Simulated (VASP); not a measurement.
OSZICAR of a VASP run on ZnS (zinc blende):

### OSZICAR
```
       N       E                     dE             d eps       ncg     rms          rms(c)
DAV:   1     0.905045515647E+02    0.90505E+02   -0.93250E+03   910   0.180E+03
DAV:   2    -0.126616746569E+01   -0.91771E+02   -0.87219E+02   965   0.292E+02
DAV:   3    -0.702012887636E+01   -0.57540E+01   -0.57313E+01  1130   0.757E+01
DAV:   4    -0.708964192088E+01   -0.69513E-01   -0.69476E-01  1020   0.863E+00
DAV:   5    -0.709051948153E+01   -0.87756E-03   -0.87754E-03  1095   0.101E+00    0.133E+01
DAV:   6    -0.657172871861E+01    0.51879E+00   -0.14015E+00  1115   0.521E+01    0.959E+00
DAV:   7    -0.653618128089E+01    0.35547E-01   -0.65116E-01   975   0.106E+01    0.435E+00
DAV:   8    -0.652981148201E+01    0.63698E-02   -0.13267E-02  1258   0.252E+00    0.107E+00
DAV:   9    -0.652843505907E+01    0.13764E-02   -0.31079E-03  1030   0.765E-01    0.108E-01
DAV:  10    -0.652841101015E+01    0.24049E-04   -0.28435E-04  1076   0.254E-01    0.105E-01
DAV:  11    -0.652843443828E+01   -0.23428E-04   -0.26009E-05   960   0.888E-02    0.666E-02
DAV:  12    -0.652842807916E+01    0.63591E-05   -0.31402E-05  1367   0.132E-01    0.151E-02
DAV:  13    -0.652842823303E+01   -0.15388E-06   -0.32520E-06   890   0.185E-02
   1 F= 0.15187981E+01 E0= 0.15187981E+01  d E =0.151880E+01
```

Which electronic solver shows in the log?

It is blocked Davidson (ALGO = Normal, or the opening steps of other solvers). The INCAR had ALGO = Normal.

Can the final energy be trusted as converged?

The run converged. It stopped with EDIFF = 1E-6, NELM = 100, NSW = 40 and EDIFFG = -0.02 after 1 ionic step (PBEsol GGA, plane waves, VASP's PBE PAW potentials (set 64)).

The compound is ZnS in the zinc blende structure. It was relaxed first under an external pressure of 45 GPa.
